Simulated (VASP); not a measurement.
Level of theory: PBE GGA, VASP's PBE PAW potentials (set 64) (plane waves; VASP).

The input files of a VASP run:

INCAR:
```
SYSTEM = Tc
PREC = Accurate; ENCUT = 400; LREAL = .False.
LASPH = .True.
EDIFF = 1E-6; NELM = 100; ALGO = Normal
IMIX = 1; AMIX = 1.0; BMIX = 0.0001
LMAXMIX = 4
ISMEAR = 1; SIGMA = 0.1
GGA = PE
ISIF = 2
LWAVE = .False.; LCHARG = .False.
```

**POSCAR**
```
Tc
1.0
  1.3700000000  -2.3729100000   0.0000000000
  1.3700000000   2.3729100000   0.0000000000
  0.0000000000   0.0000000000   4.3900000000
Tc
2
direct
  0.3333330000   0.6666670000   0.2500000000
  0.6666670000   0.3333330000   0.7500000000
```

### KPOINTS
```
Automatic mesh
0
Gamma
14 14 8
0 0 0
```

POTCAR, in this order: Tc_pv (PBE.64 set). Program: vasp_std.

The run wrote:

**OUTCAR**
```
 ion  position               nearest neighbor table
   1  0.333  0.667  0.250-   2 2.71   2 2.71   2 2.71   2 2.71   2 2.71   2 2.71
   2  0.667  0.333  0.750-   1 2.71   1 2.71   1 2.71   1 2.71   1 2.71   1 2.71
  LATTYP: Found a hexagonal cell.
 ALAT       =     2.7400003409
 C/A-ratio  =     1.6021895817
 Subroutine PRICEL returns:
 Original cell was already a primitive cell.
 Subroutine GETGRP returns: Found 24 space group operations
The static configuration has the point symmetry D_3d.
 The point group associated with its full space group is D_6h.
The dynamic configuration has the point symmetry D_3d.
 Subroutine INISYM returns: Found 24 space group operations
 Subroutine IBZKPT returns following result:
 Found    120 irreducible k-points:

 Following reciprocal coordinates:
            Coordinates               Weight
  0.000000  0.000000  0.000000      1.000000
  0.071429  0.000000  0.000000      6.000000
  0.142857  0.000000  0.000000      6.000000
  0.214286 -0.000000  0.000000      6.000000
  0.285714 -0.000000  0.000000      6.000000
  0.357143 -0.000000  0.000000      6.000000
  0.428571 -0.000000  0.000000      6.000000
...
```

### OSZICAR
```
...
DAV:  12    -0.255848896810E+02   -0.74057E+00   -0.84660E+01  4393   0.933E+01    0.305E+01
DAV:  13    -0.266381479699E+02   -0.10533E+01   -0.10253E+02  4250   0.968E+01    0.344E+01
DAV:  14    -0.275706352954E+02   -0.93249E+00   -0.11991E+02  4433   0.112E+02    0.358E+01
DAV:  15    -0.290263359302E+02   -0.14557E+01   -0.14428E+02  4258   0.114E+02    0.403E+01
DAV:  16    -0.301577834750E+02   -0.11314E+01   -0.16591E+02  4449   0.133E+02    0.414E+01
DAV:  17    -0.321769117263E+02   -0.20191E+01   -0.19907E+02  4257   0.133E+02    0.466E+01
DAV:  18    -0.335427683666E+02   -0.13659E+01   -0.22619E+02  4449   0.157E+02    0.473E+01
DAV:  19    -0.362481239053E+02   -0.27054E+01   -0.27023E+02  4250   0.154E+02    0.531E+01
DAV:  20    -0.378093043175E+02   -0.15612E+01   -0.30245E+02  4425   0.184E+02    0.533E+01
DAV:  21    -0.412452306601E+02   -0.34359E+01   -0.35832E+02  4240   0.177E+02    0.596E+01
DAV:  22    -0.427133640815E+02   -0.14681E+01   -0.39106E+02  4472   0.212E+02    0.590E+01
DAV:  23    -0.469012029421E+02   -0.41878E+01   -0.45795E+02  4225   0.199E+02    0.654E+01
DAV:  24    -0.480626570656E+02   -0.11615E+01   -0.48833E+02  4512   0.241E+02    0.643E+01
DAV:  25    -0.529761169472E+02   -0.49135E+01   -0.56670E+02  4241   0.219E+02    0.705E+01
DAV:  26    -0.535841149519E+02   -0.60800E+00   -0.58950E+02  4512   0.269E+02    0.688E+01
DAV:  27    -0.591222451171E+02   -0.55381E+01   -0.67855E+02  4233   0.238E+02    0.746E+01
DAV:  28    -0.589338196023E+02    0.18843E+00   -0.68830E+02  4488   0.295E+02    0.725E+01
DAV:  29    -0.649713184690E+02   -0.60375E+01   -0.78480E+02  4241   0.254E+02    0.776E+01
DAV:  30    -0.638565225283E+02    0.11148E+01   -0.77957E+02  4536   0.318E+02    0.756E+01
DAV:  31    -0.700101886205E+02   -0.61537E+01   -0.87853E+02  4226   0.267E+02    0.797E+01
DAV:  32    -0.679523148917E+02    0.20579E+01   -0.85618E+02  4504   0.337E+02    0.779E+01
DAV:  33    -0.742518517697E+02   -0.62995E+01   -0.95734E+02  4218   0.278E+02    0.812E+01
DAV:  34    -0.712981233817E+02    0.29537E+01   -0.91899E+02  4512   0.352E+02    0.796E+01
DAV:  35    -0.776479832759E+02   -0.63499E+01   -0.10219E+03  4203   0.286E+02    0.822E+01
DAV:  36    -0.739139255726E+02    0.37341E+01   -0.96821E+02  4480   0.364E+02    0.809E+01
DAV:  37    -0.800618069128E+02   -0.61479E+01   -0.10674E+03  4172   0.291E+02    0.827E+01
DAV:  38    -0.757488089860E+02    0.43130E+01   -0.10031E+03  4496   0.372E+02    0.818E+01
DAV:  39    -0.817121705184E+02   -0.59634E+01   -0.10999E+03  4196   0.295E+02    0.830E+01
DAV:  40    -0.769958018898E+02    0.47164E+01   -0.10266E+03  4480   0.378E+02    0.823E+01
DAV:  41    -0.828994669157E+02   -0.59037E+01   -0.11225E+03  4178   0.298E+02    0.832E+01
DAV:  42    -0.778843430618E+02    0.50151E+01   -0.10431E+03  4456   0.382E+02    0.828E+01
DAV:  43    -0.837513633020E+02   -0.58670E+01   -0.11384E+03  4162   0.300E+02    0.834E+01
DAV:  44    -0.785077370621E+02    0.52436E+01   -0.10553E+03  4496   0.385E+02    0.831E+01
DAV:  45    -0.842832245848E+02   -0.57755E+01   -0.11497E+03  4178   0.301E+02    0.835E+01
DAV:  46    -0.789184138449E+02    0.53648E+01   -0.10631E+03  4480   0.387E+02    0.833E+01
DAV:  47    -0.846373747097E+02   -0.57190E+01   -0.11566E+03  4170   0.302E+02    0.836E+01
DAV:  48    -0.791716771619E+02    0.54657E+01   -0.10678E+03  4464   0.388E+02    0.834E+01
DAV:  49    -0.848771308095E+02   -0.57055E+01   -0.11616E+03  4162   0.303E+02    0.836E+01
DAV:  50    -0.793409256076E+02    0.55362E+01   -0.10713E+03  4496   0.388E+02    0.835E+01
DAV:  51    -0.849900110508E+02   -0.56491E+01   -0.11639E+03  4170   0.303E+02    0.836E+01
DAV:  52    -0.794332349241E+02    0.55568E+01   -0.10730E+03  4480   0.389E+02    0.835E+01
DAV:  53    -0.850854606059E+02   -0.56522E+01   -0.11661E+03  4178   0.303E+02    0.836E+01
DAV:  54    -0.795063247731E+02    0.55791E+01   -0.10741E+03  4464   0.389E+02    0.836E+01
DAV:  55    -0.851479987539E+02   -0.56417E+01   -0.11670E+03  4154   0.303E+02    0.836E+01
DAV:  56    -0.795376064193E+02    0.56104E+01   -0.10751E+03  4496   0.389E+02    0.836E+01
DAV:  57    -0.851674638421E+02   -0.56299E+01   -0.11679E+03  4178   0.303E+02    0.836E+01
DAV:  58    -0.795658091057E+02    0.56017E+01   -0.10755E+03  4480   0.389E+02    0.836E+01
DAV:  59    -0.851831682871E+02   -0.56174E+01   -0.11684E+03  4162   0.303E+02    0.836E+01
DAV:  60    -0.795787525512E+02    0.56044E+01   -0.10756E+03  4464   0.389E+02    0.836E+01
DAV:  61    -0.852243028900E+02   -0.56456E+01   -0.11685E+03  4162   0.303E+02    0.836E+01
DAV:  62    -0.795966093759E+02    0.56277E+01   -0.10762E+03  4496   0.390E+02    0.836E+01
DAV:  63    -0.851994662495E+02   -0.56029E+01   -0.11686E+03  4162   0.303E+02    0.836E+01
DAV:  64    -0.795830229372E+02    0.56164E+01   -0.10759E+03  4480   0.390E+02    0.836E+01
DAV:  65    -0.852126997229E+02   -0.56297E+01   -0.11686E+03  4170   0.303E+02    0.836E+01
DAV:  66    -0.796047275527E+02    0.56080E+01   -0.10760E+03  4464   0.390E+02    0.836E+01
DAV:  67    -0.852299863287E+02   -0.56253E+01   -0.11689E+03  4154   0.304E+02    0.836E+01
DAV:  68    -0.795962752231E+02    0.56337E+01   -0.10762E+03  4488   0.390E+02    0.836E+01
DAV:  69    -0.852123931020E+02   -0.56161E+01   -0.11686E+03  4170   0.303E+02    0.836E+01
DAV:  70    -0.795978672301E+02    0.56145E+01   -0.10761E+03  4480   0.390E+02    0.836E+01
DAV:  71    -0.852059082918E+02   -0.56080E+01   -0.11687E+03  4154   0.303E+02    0.836E+01
DAV:  72    -0.795799792089E+02    0.56259E+01   -0.10758E+03  4480   0.390E+02    0.836E+01
DAV:  73    -0.852104757614E+02   -0.56305E+01   -0.11685E+03  4170   0.303E+02    0.836E+01
DAV:  74    -0.795941637616E+02    0.56163E+01   -0.10761E+03  4496   0.390E+02    0.836E+01
DAV:  75    -0.851964178403E+02   -0.56023E+01   -0.11686E+03  4170   0.303E+02    0.836E+01
DAV:  76    -0.795825390393E+02    0.56139E+01   -0.10759E+03  4480   0.390E+02    0.836E+01
DAV:  77    -0.852064283263E+02   -0.56239E+01   -0.11685E+03  4162   0.303E+02    0.836E+01
DAV:  78    -0.795861523719E+02    0.56203E+01   -0.10759E+03  4480   0.390E+02    0.836E+01
DAV:  79    -0.851967117257E+02   -0.56106E+01   -0.11686E+03  4154   0.303E+02    0.836E+01
DAV:  80    -0.795762762814E+02    0.56204E+01   -0.10759E+03  4496   0.390E+02    0.836E+01
DAV:  81    -0.851981666906E+02   -0.56219E+01   -0.11683E+03  4178   0.303E+02    0.836E+01
DAV:  82    -0.796031841140E+02    0.55950E+01   -0.10760E+03  4464   0.390E+02    0.836E+01
DAV:  83    -0.852254566376E+02   -0.56223E+01   -0.11688E+03  4154   0.304E+02    0.836E+01
DAV:  84    -0.795903477069E+02    0.56351E+01   -0.10760E+03  4472   0.390E+02    0.836E+01
DAV:  85    -0.852165969632E+02   -0.56262E+01   -0.11687E+03  4162   0.303E+02    0.836E+01
DAV:  86    -0.795960517418E+02    0.56205E+01   -0.10762E+03  4496   0.390E+02    0.836E+01
DAV:  87    -0.851970238785E+02   -0.56010E+01   -0.11686E+03  4162   0.303E+02    0.836E+01
DAV:  88    -0.795875787152E+02    0.56094E+01   -0.10758E+03  4472   0.390E+02    0.836E+01
DAV:  89    -0.852239548397E+02   -0.56364E+01   -0.11687E+03  4162   0.303E+02    0.836E+01
DAV:  90    -0.796035956686E+02    0.56204E+01   -0.10760E+03  4472   0.390E+02    0.836E+01
DAV:  91    -0.852214476509E+02   -0.56179E+01   -0.11689E+03  4154   0.304E+02    0.836E+01
DAV:  92    -0.795988561355E+02    0.56226E+01   -0.10761E+03  4488   0.390E+02    0.836E+01
DAV:  93    -0.852199289823E+02   -0.56211E+01   -0.11687E+03  4162   0.303E+02    0.836E+01
DAV:  94    -0.796207415144E+02    0.55992E+01   -0.10761E+03  4456   0.390E+02    0.836E+01
DAV:  95    -0.852462478343E+02   -0.56255E+01   -0.11691E+03  4138   0.304E+02    0.837E+01
DAV:  96    -0.796071081839E+02    0.56391E+01   -0.10761E+03  4464   0.390E+02    0.836E+01
DAV:  97    -0.852433061462E+02   -0.56362E+01   -0.11691E+03  4162   0.304E+02    0.836E+01
DAV:  98    -0.796209495894E+02    0.56224E+01   -0.10764E+03  4488   0.390E+02    0.836E+01
DAV:  99    -0.852264960942E+02   -0.56055E+01   -0.11690E+03  4162   0.304E+02    0.836E+01
DAV: 100    -0.796080309977E+02    0.56185E+01   -0.10761E+03  4472   0.390E+02
   1 F= -.79608031E+02 E0= -.79607563E+02  d E =-.140455E-02
```

### OUTCAR
```
------------------------ aborting loop EDIFF was not reached (unconverged)  ----------------------------
  FORCE on cell =-STRESS in cart. coord.  units (eV):
  Direction    XX          YY          ZZ          XY          YZ          ZX
  --------------------------------------------------------------------------------------
  Total      226.1615643    226.1616393    220.4194284     -0.0000000      0.0000000      0.0000000
  in kB    12695.0095574  12695.0137692  12372.6892253     -0.0000000      0.0000000      0.0000000
  external PRESSURE =   12587.5708506 kB  Pullay stress =       0.0000000 kB
  volume of cell :       28.54
      direct lattice vectors                 reciprocal lattice vectors
     1.370000000 -2.372910000  0.000000000     0.364963504 -0.210711742  0.000000000
     1.370000000  2.372910000  0.000000000     0.364963504  0.210711742  0.000000000
     0.000000000  0.000000000  4.390000000     0.000000000  0.000000000  0.227790433
 POSITION                                       TOTAL-FORCE (eV/Angst)
 -----------------------------------------------------------------------------------
      1.37000      0.79097      1.09750         0.000000     -0.000000      0.000000
      1.37000     -0.79097      3.29250        -0.000000      0.000000      0.000000
 -----------------------------------------------------------------------------------
    total drift:                               -0.000027      0.000629     -0.000032
  FREE ENERGIE OF THE ION-ELECTRON SYSTEM (eV)
  ---------------------------------------------------
  free  energy   TOTEN  =       -79.6080309977 eV

  energy  without entropy=      -79.6066264517  energy(sigma->0) =      -79.60756282
```
(Selected blocks of OUTCAR.)

stdout:
```
...
 WARNING: Sub-Space-Matrix is not hermitian in DAV            2
 -2.061663148025657E-004
DAV:  99    -0.852264960942E+02   -0.56055E+01   -0.11690E+03  4162   0.304E+02    0.836E+01
 WARNING: Sub-Space-Matrix is not hermitian in DAV            8
  3.745281558182372E-004
 WARNING: Sub-Space-Matrix is not hermitian in DAV            1
 -1.261006813667854E-004
 WARNING: Sub-Space-Matrix is not hermitian in DAV            1
 -1.554389833068174E-004
 WARNING: Sub-Space-Matrix is not hermitian in DAV            1
  2.904819593399758E-004
 WARNING: Sub-Space-Matrix is not hermitian in DAV            7
  1.344980660305007E-004
 WARNING: Sub-Space-Matrix is not hermitian in DAV            1
 -1.973941844604653E-004
 WARNING: Sub-Space-Matrix is not hermitian in DAV            9
 -5.501273824134082E-004
 WARNING: Sub-Space-Matrix is not hermitian in DAV            3
 -1.881471308157741E-004
DAV: 100    -0.796080309977E+02    0.56185E+01   -0.10761E+03  4472   0.390E+02

 -----------------------------------------------------------------------------
|                                                                             |
|           W    W    AA    RRRRR   N    N  II  N    N   GGGG   !!!           |
|           W    W   A  A   R    R  NN   N  II  NN   N  G    G  !!!           |
|           W    W  A    A  R    R  N N  N  II  N N  N  G       !!!           |
|           W WW W  AAAAAA  RRRRR   N  N N  II  N  N N  G  GGG   !            |
|           WW  WW  A    A  R   R   N   NN  II  N   NN  G    G                |
|           W    W  A    A  R    R  N    N  II  N    N   GGGG   !!!           |
|                                                                             |
|     The electronic self-consistency was not achieved in the given           |
|     number of steps (NELM). The forces and other quantities evaluated       |
|     might not be reliable so examine the results carefully. If you find     |
|     spurious results, we suggest increasing NELM, if you were close to      |
|     convergence or switching to a different ALGO or adjusting the           |
|     density mixing parameters otherwise.                                    |
|                                                                             |
 -----------------------------------------------------------------------------

   1 F= -.79608031E+02 E0= -.79607563E+02  d E =-.140455E-02
```

Convergence was not reached.

The compound is Tc in the hcp structure. The cell was not relaxed at this level. The run is one of a series of settings (AMIX = 1.0, BMIX = 0.0001, IMIX = 1 against the base run), some of them coarse on purpose.
